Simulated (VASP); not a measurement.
Input:

```
CELL_PARAMETERS angstrom
      0.00000     2.79185     2.79185
      2.79185     0.00000     2.79185
      2.79185     2.79185     0.00000
ATOMIC_POSITIONS crystal
  Ca 0.00000 0.00000 0.00000
```

Method: vdW-DF-cx, VASP's PBE PAW potentials (set 64) (plane waves; VASP 6.6.1). Settings: 520 eV cut-off, 12×12×12 Γ-centred mesh, first-order Methfessel-Paxton smearing of 0.10 eV, potentials Ca_sv.

Estimate the energy per atom (σ→0), band gap (on the k-mesh) with the smallest direct gap where there is one.

The band gap (on the k-mesh) is none (metal, semimetal or under 0.01 eV) and the energy per atom (σ→0) is 0.415 eV/atom.

Only differences to runs with the same potentials and settings are physical.

The compound is Ca in the fcc structure. This cell is one point of a volume scan, at 1.06 of the reference volume.
